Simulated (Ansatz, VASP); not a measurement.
**SnTe: VASP beside Ansatz**

One calculation is typed for both programs; each brings its own data sets. How far apart do they land? The structure shown is the end of the Ansatz relaxation below.

Calculated with Ansatz 0.2.0; plane waves, with VASP 6.6.1 beside it; single point at PBEsol.

### Step 1. Set-up

The structure is cubic, space group Fm-3m (No. 225). Conventional cell: a = 6.289 Å, b = 6.289 Å, c = 6.289 Å, α = 90.00°, β = 90.00°, γ = 90.00°. Nearest to Te lie 6 Sn at 3.14 Å. Sn has 6 Te at 3.14 Å nearest. Farther neighbours and most contacts between anions are not listed.

### Step 2. Ansatz: relaxation, PBEsol

Ansatz runs on its PAW soft_1 files.

This run makes the geometry at which the two programs are then compared.

Contents of input.yaml:

```yaml
crystal:
  lattice:
    - [4.446755, 0.0, 0.0]
    - [0.0, 4.446755, 0.0]
    - [0.0, 0.0, 6.288661]
  atoms:
    - { symbol: Te, position: [0.0, 0.0, 0.5] }
    - { symbol: Te, position: [0.5, 0.5, 0.0] }
    - { symbol: Sn, position: [0.0, 0.0, 0.0] }
    - { symbol: Sn, position: [0.5, 0.5, 0.5] }
kpoints:
  mp_grid: { grid: [6, 6, 5] }
scf:
  occupations: { method: fermi_dirac, width: 0.02 }
hamiltonian:
  xc: pbesol
  pseudopotentials: { kind: paw, azcp: { folder: soft_1 }, xc_functional: pbe }
basis:
  ecutwfc: 600
output:
  forces: true
  stress: true
  write_density: true
  write_potential: true
  elf: true
  volumetric_format: npy
relax:
  f_tol: 0.005
  max_steps: 70
  cell: { stress_tol: 0.02, p_target: 0, fix: [c, alpha, beta, gamma] }
```

Run with:

```bash
> ansatz run input.yaml --threads 4 --pin off --max-ram 10240MiB --backend cpu --events-out ev --progress --plain --runs-dir out
```

Numbers of over 12 decimals in the logs are rounded to 6 here.

Log:

```text
Engine: ansatz 0.2.0, aarch64-unknown-linux-gnu
Pseudopotentials: kind: paw
Pseudopotential: Te, paw, valence charge 16, recommended cutoff 420 eV (normal), soft_1/Te.paw.azcp
Pseudopotential: Sn, paw, valence charge 14, recommended cutoff 420 eV (normal), soft_1/Sn.paw.azcp
Functional definition: PBEsol
  exchange = pbesol_x
  correlation = pbesol_c
Crystal: 4 atoms, lattice volume = 124.350 Å³
Basis set: ecut = 600 eV, 4153 PW (Γ), exchange–correlation on 72×72×108 points (8 copies of the dense FFT grid, shifted against one another)
Bands: 36, of which v1, the nominal top of the filled ones, is band 30 counted from 1 (29 counted from 0)
Symmetry: 32 space group operations
Space group: Fm-3m (ITA 225), of the structure as read, at distance tolerance 5.0e-5 Å
k-points: 30 of 180
Non-local potential: Te, projectors of the file, l = 0: 2, l = 1: 2, l = 2: 2, l = 3: 1
Non-local potential: Sn, projectors of the file, l = 0: 2, l = 1: 2, l = 2: 2, l = 3: 1
PAW form: soft (Blöchl's): semilocal exchange-correlation on the pseudo side does not see the compensation charge
PAW frozen core: Te, regenerated for the run's functional, and the local potential with it (the file was generated under x = pbe(κ = 0.804, μ = 0.219515), c = pbe(β = 0.066725))
PAW frozen core: Sn, regenerated for the run's functional, and the local potential with it (the file was generated under x = pbe(κ = 0.804, μ = 0.219515), c = pbe(β = 0.066725))
PAW one-centre angular grid: Te, 590 points (default); XC on 64 Gauss nodes
PAW one-centre angular grid: Sn, 590 points (default); XC on 64 Gauss nodes
Initial density: superposition of atomic densities (chi_scale 0.1, normalization cell, long waves kept (reshape's long-wave potential 0.00 eV rms))
Initial wavefunctions: pseudopotential atomic-orbital guess
Functional: x = pbesol(κ = 0.804, μ = 0.123457), c = pbesol(β = 0.046)
SCF iter   1: F=—  HF=-25704.027802 eV  |F-HF|=—  |Δ(HF+E_count)|=         —  Δρ=1.07e-2  dr2=1.43e-1  ethr=3.10e-3  ⟨swp⟩=8.6  Hψ=4851  notcnv=0
preconditioner: auto → Resta (q_TF=auto, 2.416 Å⁻¹)  ε∞=4.4  [insulator: Δε(μ)=0.436 eV  Ē_g=8.024 eV  σ=0.020 eV  W_gap=1.00  n_scr=28 (ndim 8)  ℏωp=14.9 eV  f_vac=0.000  D(μ)=0.00/eV (n_scr^D=0)  ε∞_Penn≈4.4]
SCF iter   2: F=—  HF=-25704.017459 eV  |F-HF|=—  |Δ(HF+E_count)|=   1.03e-2  Δρ=6.60e-3  dr2=5.43e-2  ethr=2.39e-4  ⟨swp⟩=2.0  Hψ=1437  notcnv=0  defer=50
SCF iter   3: F=—  HF=-25704.016665 eV  |F-HF|=—  |Δ(HF+E_count)|=   7.94e-4  Δρ=9.57e-4  dr2=1.05e-3  ethr=9.05e-5  ⟨swp⟩=3.5  Hψ=2082  notcnv=0  defer=52
SCF iter   4: F=—  HF=-25704.017211 eV  |F-HF|=—  |Δ(HF+E_count)|=   5.46e-4  Δρ=7.23e-4  dr2=4.91e-4  ethr=1.75e-6  ⟨swp⟩=2.0  Hψ=2056  notcnv=0  defer=52
SCF iter   5: F=—  HF=-25704.016720 eV  |F-HF|=—  |Δ(HF+E_count)|=   4.91e-4  Δρ=1.90e-4  dr2=4.32e-5  ethr=8.18e-7  ⟨swp⟩=2.0  Hψ=1928  notcnv=0  defer=52
SCF iter   6: F=—  HF=-25704.016712 eV  |F-HF|=—  |Δ(HF+E_count)|=   8.12e-6  Δρ=8.20e-5  dr2=9.71e-6  ethr=7.20e-8  ⟨swp⟩=2.0  Hψ=1928  notcnv=0  defer=52
SCF iter   7: F=—  HF=-25704.016707 eV  |F-HF|=—  |Δ(HF+E_count)|=   4.73e-6  Δρ=2.43e-5  dr2=6.94e-7  ethr=1.62e-8  ⟨swp⟩=2.0  Hψ=1928  notcnv=0  defer=52
SCF iter   8: F=-25704.016707 eV  HF=-25704.016707 eV  |F-HF|=1.63e-8  |Δ(HF+E_count)|=   3.02e-7  Δρ=3.85e-6  dr2=1.62e-8  ethr=1.67e-10  ⟨swp⟩=10.6  Hψ=7822  notcnv=0
SCF 1 converged in 8 iterations: F = -25704.016707 eV  dr2 = 1.62e-8
  greatest PAW one-centre occupation: 0.998 electrons in one spin orbital (limit 2), on the Te atom at site 1 (counted from 0), in its partial waves of l = 2
relax step   1: F+E_penalty+E_count = -25704.01670691 eV  Δ(F+E_penalty+E_count) = +0.000e0 eV  max|allowed force component| = 1.334e-29 eV/Å  Δτ_max = 0.0000 Å  P = +0.044 GPa  Ω = 124.350 Å³  fix = [c, alpha, beta, gamma]  reactions: c +0.101 GPa  (8 SCF iters, dr2 threshold 1.00e-7 eV, accepted)
Initial density: handed on by an earlier stage of this run
Initial wavefunctions: pseudopotential atomic-orbital guess (no wavefunctions were taken with the density)
iter 1 solved again at ethr=2.16e-7 eV; its pass at ethr=3.10e-3 eV (dr2=1.30e-4 eV) is discarded
SCF iter   1: F=—  HF=-25704.016706 eV  |F-HF|=—  |Δ(HF+E_count)|=         —  Δρ=3.45e-6  dr2=1.23e-8  ethr=2.16e-7  ⟨swp⟩=3.1  Hψ=7857  notcnv=0
eigensolver tolerance schedule: the retry pair's looser diagonalisation over-reported the residual by 10525.53 of it (diagonalisation noise at 2.78 of the residual, at the tolerance the schedule requests for it); recorded, not acted on — ethr = c·dr2/N_el stays at c = 1.0e-1
preconditioner: auto → Resta (q_TF=auto, 2.416 Å⁻¹)  ε∞=4.5  [insulator: Δε(μ)=0.455 eV  Ē_g=7.996 eV  σ=0.020 eV  W_gap=1.00  n_scr=28 (ndim 8)  ℏωp=14.9 eV  f_vac=0.006  D(μ)=0.00/eV (n_scr^D=0)  ε∞_Penn≈4.5]
SCF iter   2: F=—  HF=-25704.016707 eV  |F-HF|=—  |Δ(HF+E_count)|=   1.02e-6  Δρ=1.83e-6  dr2=5.15e-9  ethr=2.06e-11  ⟨swp⟩=3.8  Hψ=2654  notcnv=0
SCF iter   3: F=—  HF=-25704.016707 eV  |F-HF|=—  |Δ(HF+E_count)|=  1.53e-10  Δρ=5.08e-7  dr2=2.84e-10  ethr=8.58e-12  ⟨swp⟩=2.0  Hψ=1980  notcnv=0
SCF iter   4: F=—  HF=-25704.016707 eV  |F-HF|=—  |Δ(HF+E_count)|=  4.00e-11  Δρ=1.96e-7  dr2=6.64e-11  ethr=1.00e-12  ⟨swp⟩=2.0  Hψ=1565  notcnv=0
SCF iter   5: F=—  HF=-25704.016707 eV  |F-HF|=—  |Δ(HF+E_count)|=  6.55e-11  Δρ=7.16e-8  dr2=9.27e-12  ethr=1.00e-12  ⟨swp⟩=1.0  Hψ=1080  notcnv=0
SCF iter   6: F=-25704.016707 eV  HF=-25704.016707 eV  |F-HF|=7.28e-12  |Δ(HF+E_count)|=  3.64e-12  Δρ=1.16e-8  dr2=2.07e-13  ethr=1.00e-12  ⟨swp⟩=7.3  Hψ=4868  notcnv=0
SCF 2 converged in 6 iterations: F = -25704.016707 eV  dr2 = 2.07e-13
relax step   2: F+E_penalty+E_count = -25704.01670692 eV  Δ(F+E_penalty+E_count) = -9.066e-9 eV  max|allowed force component| = 1.662e-29 eV/Å  Δτ_max = 0.0000 Å  P = +0.044 GPa  Ω = 124.350 Å³  fix = [c, alpha, beta, gamma]  reactions: c +0.101 GPa  stress off target by 1.56e-2 GPa on what of the cell is left free  SCF on the basis re-selected at this cell (its energy is not comparable with the rows above)  (6 SCF iters)
basis re-selected at this cell: Δ(F+E_penalty+E_count) = -9.066e-9 eV, ΔP = +0.000 GPa vs the last step (what re-selecting the basis moved, of the pressure what is left beyond the Pulay correction that the steps carried, after the strain that the cell walked since its last selection, with what the two solves' SCF thresholds leave and, on support functions, any second-order correction that the steps lacked; it is no m [...]
SCF converged after 6 iterations
Free energy (F): -25704.016707 eV
Harris-Foulkes:  -25704.016707 eV  (|F-HF|=7.28e-12)
Internal energy: -25704.016706 eV  (E = F + TS)
E sigma→0 (E₀):  -25704.016707 eV
Entropy (-TS):   -0.000001 eV (-0.000 meV/atom)
Fermi energy:    9.532284 eV
--- Per-component energies (eV) ---
  E_band       = -707.228781
  E_kinetic    = 678.927641
  E_local      = -5349.086159  (includes V_loc(G=0)·N_el)
  E_nonlocal   = 431.076864
  E_hartree    = 2666.516118
  E_xc         = -492.901412
  E_vxc        = -364.880682  (∫ρ·V_xc dr)
  E_paw        = -17776.756741  (= ΣΔE_a)
  E_vpaw       = -1436.298779  (= ΣTr[D̂ρ^β])
  E_aug_tail   = 0.000097  (compensation charges beyond the density's cutoff)
  E_ewald      = -5863.112415
  E_core_change = 1.319302  (= ΣΔE_core)
  E_smearing   = -0.000001  (= −TS)
  E_closure    = 0.000000  (closes the sum)
  Σ components = -25704.016707   (vs F -25704.016707, Δ=0.00e0)
--- Forces (eV/Å), atoms counted from 1 ---
  atom   1  Te    -0.00000000    -0.00000000     0.00000000
  atom   2  Te    -0.00000000     0.00000000     0.00000000
  atom   3  Sn     0.00000000     0.00000000     0.00000000
  atom   4  Sn     0.00000000    -0.00000000     0.00000000
  max |Σ_I F_I| component: 4.44e-29 eV/Å
--- Stress (GPa, compression-positive) ---
        0.015599      -0.000000       0.000000
        0.000000       0.015599       0.000000
        0.000000       0.000000       0.101494
  P = ⅓ Tr σ = 0.0442 GPa (0.442 kbar)
--- Band table (eV; the first three rows and the last of 30) ---
  k-point 0: bands = [... 26 lower, 5.8711, 7.4963, 7.4970, 7.4970, 11.7264, 12.9911, 12.9916, 12.9916, ... 2 higher]
  k-point 1: bands = [... 26 lower, 5.9924, 7.2913, 7.2913, 8.3174, 11.5216, 11.8609, 13.0253, 13.0253, ... 2 higher]
  k-point 2: bands = [... 26 lower, 6.5957, 6.8214, 6.8214, 8.5295, 10.7885, 12.2619, 12.7571, 12.9172, ... 2 higher]
  k-point 29: bands = [... 26 lower, 5.0516, 5.0516, 8.3086, 8.3086, 11.0642, 11.0642, 13.4937, 13.4937, ... 2 higher]
--- Relaxed structure (1 steps of the walk, 1 accepted, 1 SCFs on fresh bases) ---
  F+E_penalty+E_count = -25704.01670692 eV   max|allowed force component| = 1.662e-29 eV/Å   (the final SCF, on the basis selected at the relaxed cell)
  cell:  # Å, volume = 124.3497 Å³
    - [4.446755, 0.0, 0.0]
    - [0.0, 4.446755, 0.0]
    - [0.0, 0.0, 6.288661]
  atoms:
    - { symbol: Te, position: [0.0, 0.0, 0.5] }
    - { symbol: Te, position: [0.5, 0.5, 0.0] }
    - { symbol: Sn, position: [0.0, 0.0, 0.0] }
    - { symbol: Sn, position: [0.5, 0.5, 0.5] }
```

Reading the cycles: dr2 is the Hartree energy of the density residual (eV), the measure of convergence; HF is the Harris–Foulkes estimate of the energy, which meets the free energy F at convergence.

### Step 3. VASP: single point, PBEsol, pair 1

The same cell, functional, mesh and smearing now go to VASP, with its own data sets.

Lines of VASP's logs that name or quote its potential files are left out, and so is its time.

Contents of INCAR:

```
SYSTEM = SnTe
PREC = Accurate
ENCUT = 500
EDIFF = 1E-06
NELM = 120
ISMEAR = -1
SIGMA = 0.02
LREAL = .FALSE.
ALGO = Normal
GGA = PS
NBANDS = 26
LORBIT = 11
LWAVE = .FALSE.
LCHARG = .FALSE.
ISIF = 2
LASPH = .TRUE.
GGA_COMPAT = .FALSE.
EFERMI = MIDGAP
KPAR = 2
```

Contents of POSCAR:

```
SnTe
1.0
    4.4467550000      0.0000000000      0.0000000000
    0.0000000000      4.4467550000      0.0000000000
    0.0000000000      0.0000000000      6.2886610000
Te Sn
2 2
Direct
    0.0000000000      0.0000000000      0.5000000000
    0.5000000000      0.5000000000      0.0000000000
    0.0000000000      0.0000000000      0.0000000000
    0.5000000000      0.5000000000      0.5000000000
```

Contents of KPOINTS:

```
Automatic mesh
0
Gamma
6 6 5
0 0 0
```

Potentials, in the order of the species: Te and Sn_d (PBE family, release 64).

Run with:

```bash
> mpirun -np 2 vasp_std
```

Log:

```text
[banner, memory and clock lines left out]
running    2 mpi-ranks, on    1 nodes
 distrk:  each k-point on    1 cores,    2 groups
 distr:  one band on    1 cores,    1 groups

 POSCAR found type information on POSCAR TeSn
 POSCAR found :  2 types and       4 ions
|                                                                             |
|               ----> ADVICE to this user running VASP <----                  |
|                                                                             |
|     You enforced a specific xc type in the INCAR file but a different       |
|     [... a line on the potential file left out ...]
|     I HOPE YOU KNOW WHAT YOU ARE DOING!                                     |
|                                                                             |

 LDA part: xc-table for (Slater+PW92), standard interpolation
 POSCAR, INCAR and KPOINTS ok, starting setup
 FFT: planning ... GRIDC
 FFT: planning ... GRID_SOFT
 FFT: planning ... GRID
 WAVECAR not read
 entering main loop
       N       E                     dE             d eps       ncg     rms          rms(c)
DAV:   1     0.328196033463E+03    0.32820E+03   -0.18415E+04  1576   0.178E+03
DAV:   2     0.251269520626E+02   -0.30307E+03   -0.29756E+03  1568   0.439E+02
DAV:   3    -0.149375705321E+02   -0.40065E+02   -0.39045E+02  1966   0.148E+02
DAV:   4    -0.167206080391E+02   -0.17830E+01   -0.17726E+01  1812   0.322E+01
DAV:   5    -0.167873611452E+02   -0.66753E-01   -0.66704E-01  2418   0.642E+00    0.675E+00
DAV:   6    -0.166813160180E+02    0.10605E+00   -0.25335E-01  1994   0.355E+00    0.435E+00
DAV:   7    -0.166800648617E+02    0.12512E-02   -0.13363E-01  1882   0.192E+00    0.483E-01
DAV:   8    -0.166762389585E+02    0.38259E-02   -0.27275E-02  1822   0.115E+00    0.371E-01
DAV:   9    -0.166765889153E+02   -0.34996E-03   -0.16924E-03  1848   0.295E-01    0.204E-01
DAV:  10    -0.166764812910E+02    0.10762E-03   -0.41387E-04  1904   0.162E-01    0.759E-02
DAV:  11    -0.166764837248E+02   -0.24338E-05   -0.44349E-05  1976   0.375E-02    0.149E-02
DAV:  12    -0.166764832862E+02    0.43861E-06   -0.25668E-06  1506   0.121E-02
   1 F= -.16676483E+02 E0= -.16676483E+02  d E =-.524725E-06
```

OUTCAR, selected parts (step 3):

```text
ion  position               nearest neighbor table
   1  0.000  0.000  0.500-   3 3.14   3 3.14   4 3.14   4 3.14   4 3.14   4 3.14
   2  0.500  0.500  0.000-   4 3.14   4 3.14   3 3.14   3 3.14   3 3.14   3 3.14
   3  0.000  0.000  0.000-   1 3.14   1 3.14   2 3.14   2 3.14   2 3.14   2 3.14
   4  0.500  0.500  0.500-   2 3.14   2 3.14   1 3.14   1 3.14   1 3.14   1 3.14

  LATTYP: Found a simple tetragonal cell.
 ALAT       =     4.4467550000
 C/A-ratio  =     1.4142135108

 Subroutine GETGRP returns: Found 16 space group operations
 (whereof 16 operations were pure point group operations)

The static configuration has the point symmetry D_4h.

 Found     30 irreducible k-points:

   k-points           NKPTS =     30   k-points in BZ     NKDIM =     30   number of bands    NBANDS=     26

   dimension x,y,z NGX =    32 NGY =   32 NGZ =   48
   dimension x,y,z NGXF=    64 NGYF=   64 NGZF=   96

   ENCUT  =  500.0 eV  36.75 Ry    6.06 a.u.   8.11  8.11 11.47*2*pi/ulx,y,z

   NELECT =      40.0000    total number of electrons

 k-points in reciprocal lattice and weights: Automatic mesh
   0.00000000  0.00000000  0.00000000       0.006
   0.16666667  0.00000000  0.00000000       0.022
   0.33333333  0.00000000  0.00000000       0.022
   0.50000000  0.00000000  0.00000000       0.011
   0.16666667  0.16666667  0.00000000       0.022
   0.33333333  0.16666667  0.00000000       0.044
   0.50000000  0.16666667  0.00000000       0.022
   0.33333333  0.33333333  0.00000000       0.022
   0.50000000  0.33333333  0.00000000       0.022
[...]
0.50000000  0.33333333  0.40000000       0.044
   0.50000000  0.50000000  0.40000000       0.011

 average (electrostatic) potential at core
       1 -87.6339       2 -87.6339       3-100.3336       4-100.3336

 E-fermi :   6.7702

 k-point     1 :       0.0000    0.0000    0.0000
  band No.  band energies     occupation
    ...
     16       3.1067      2.00000
     17       3.1067      2.00000
     18       4.7347      2.00000
     19       4.7354      2.00000
     20       4.7354      2.00000
     21       8.9561      0.00000
     22      10.2282      0.00000
     23      10.2287      0.00000
     24      10.2287      0.00000
     25      11.5875      0.00000
    ...

 k-point     2 :       0.1667    0.0000    0.0000
  band No.  band energies     occupation
    ...
     16       3.3320      2.00000
     17       3.6589      2.00000
     18       4.4354      2.00000
     19       4.9162      2.00000
     20       5.4480      2.00000
     21       9.1370      0.00000
     22       9.1484      0.00000
     23       9.6395      0.00000
     24      10.2195      0.00000
     25      10.7675      0.00000
    ...

 k-point     3 :       0.3333    0.0000    0.0000
  band No.  band energies     occupation
    ...
     16       3.6647      2.00000
     17       3.9758      2.00000
     18       4.6671      2.00000
     19       5.2570      2.00000
     20       6.5119      2.00000
     21       7.5941      0.00000
     22       7.7617      0.00000
     23       9.0892      0.00000
     24       9.3941      0.00000
     25      10.3845      0.00000
    ...

  Total        0.0301798      0.0301798      0.0970236      0.0000000      0.0000000      0.0000000
  in kB        0.3888499      0.3888499      1.2500957      0.0000000      0.0000000      0.0000000
  external PRESSURE =       0.6759319 kB  Pullay stress =       0.0000000 kB

  energy-cutoff  :      500.00
  volume of cell :      124.35
      direct lattice vectors                 reciprocal lattice vectors
     4.446755000  0.000000000  0.000000000     0.224883089  0.000000000  0.000000000
     0.000000000  4.446755000  0.000000000     0.000000000  0.224883089  0.000000000
     0.000000000  0.000000000  6.288661000     0.000000000  0.000000000  0.159016363

 POSITION                                       TOTAL-FORCE (eV/Angst)
 -----------------------------------------------------------------------------------
      0.00000      0.00000      3.14433        -0.000000      0.000000      0.000000
      2.22338      2.22338      0.00000        -0.000000      0.000000      0.000000
      0.00000      0.00000      0.00000         0.000000     -0.000000      0.000000
      2.22338      2.22338      3.14433         0.000000     -0.000000     -0.000000
 -----------------------------------------------------------------------------------
    total drift:                                0.000000      0.000000     -0.000000

  FREE ENERGIE OF THE ION-ELECTRON SYSTEM (eV)
  ---------------------------------------------------
  free  energy   TOTEN  =       -16.6764832862 eV

  energy  without entropy=      -16.6764827615  energy(sigma->0) =      -16.67648302

 total charge
# of ion       s       p       d       tot
------------------------------------------
    1        1.384   1.958   0.031   3.372
    2        1.384   1.958   0.031   3.372
    3        1.361   0.746   9.987  12.094
    4        1.361   0.746   9.987  12.094
--------------------------------------------------
tot          5.491   5.406  20.036  30.933

[... 3 further parts left out ...]
```

The run ends at a pressure of 0.07 GPa.

### Step 4. Differences

Known differences besides the potentials themselves: the data sets hold 60 valence electrons in Ansatz (on its PAW soft_1 files) and 40 in VASP; the cutoff is 600 eV in Ansatz and 500 eV in VASP; Ansatz makes its cores anew for this functional, VASP keeps those of its PBE data sets; Ansatz's pressure holds a Pulay correction, VASP's none. Total energies have different zeros and are not compared.

Compared:

```csv
quantity,Ansatz,VASP,difference
pressure (GPa),0.04,0.07,-0.02
gap on the k mesh (eV),0.455,0.456,-0.001
```

A gap on the mesh is an upper bound, since the band edges may lie between its points.

### Step 5. Ansatz: relaxation, PBEsol

This run makes the geometry at which the two programs are then compared. The cell compared in this pair holds 120.82 Å³, against 124.35 Å³ for the pair before.

The structure compared here is the end of the Ansatz relaxation.

input.yaml, the sections that differ from step 2:

```yaml
crystal:
  lattice:
    - [4.4801056625, 0.0, 0.0]
    - [0.0, 4.4801056625, 0.0]
    - [0.0, 0.0, 6.10000117]
  atoms:
    - { symbol: Te, position: [0.0, 0.0, 0.5] }
    - { symbol: Te, position: [0.5, 0.5, 0.0] }
    - { symbol: Sn, position: [0.0, 0.0, 0.0] }
    - { symbol: Sn, position: [0.5, 0.5, 0.5] }
output:
  forces: true
  stress: true
# kpoints, scf, hamiltonian, basis, relax: as in step 2
```

Run with:

```bash
> ansatz run input.yaml --threads 4 --pin off --max-ram 10240MiB --backend cpu --events-out ev --progress --plain --runs-dir out
```

Log:

```text
[...]
Crystal: 4 atoms, lattice volume = 122.435 Å³
Basis set: ecut = 600 eV, 4089 PW (Γ), exchange–correlation on 72×72×100 points (8 copies of the dense FFT grid, shifted against one another)
Bands: 36, of which v1, the nominal top of the filled ones, is band 30 counted from 1 (29 counted from 0)
Symmetry: 32 space group operations
[...]
k-points: 30 of 180
[...]
-0.000000       0.000000       4.970013
  P = ⅓ Tr σ = 1.6447 GPa (16.447 kbar)
--- Relaxed structure (3 steps of the walk, 3 accepted, 1 SCFs on fresh bases) ---
[...]
cell:  # Å, volume = 120.8201 Å³
    - [4.450456, 0, 0.0]
    - [0, 4.450456, 0.0]
    - [0.0, 0.0, 6.10000117]
  atoms:
    - { symbol: Te, position: [0, 0, 0.500000] }
    - { symbol: Te, position: [0.5, 0.5, 0.0] }
    - { symbol: Sn, position: [0, 0, 0.0] }
    - { symbol: Sn, position: [0.5, 0.5, 0.500000] }
[key lines of the parts left out:]
SCF converged after 6 iterations
Free energy (F): -25703.960805 eV
Fermi energy:    9.989833 eV
```

(Part 1 of 2 ends here.)

[Lines on the potential files, build, host, timing and source positions are cut from VASP's logs without a mark.]

[Logs are printed without paths, hosts, clocks, repeated set-up lines and the standing remarks that a program may print on its own settings, such as how far it seeks lower states.]

[Hosts, paths, dates, database ids (printed as entryN), source tags and the programs' standing remarks are cut or masked in the printed files.]
